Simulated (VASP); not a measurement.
Input:

```xyz
2
Lattice="0.0000 2.7218 2.7218 2.7218 0.0000 2.7218 2.7218 2.7218 0.0000" Properties=species:S:1:pos:R:3 pbc="T T T"
Li     0.0000     0.0000     0.0000
Br     2.7218     2.7218     2.7218
```

Method: vdW-DF-cx, VASP's PBE PAW potentials (set 64) (plane waves; VASP). Settings: 520 eV cut-off, Gaussian smearing of 0.050 eV, potentials Li_sv Br.

Task: Estimate the band gap (along the path) with the smallest direct gap where there is one.

Result: 
```json
{
  "band gap (along the path)": "5.10 eV",
  "smallest direct gap (along the path)": "5.11 eV"
}
```

The compound is LiBr in the rock salt structure. It was relaxed first.
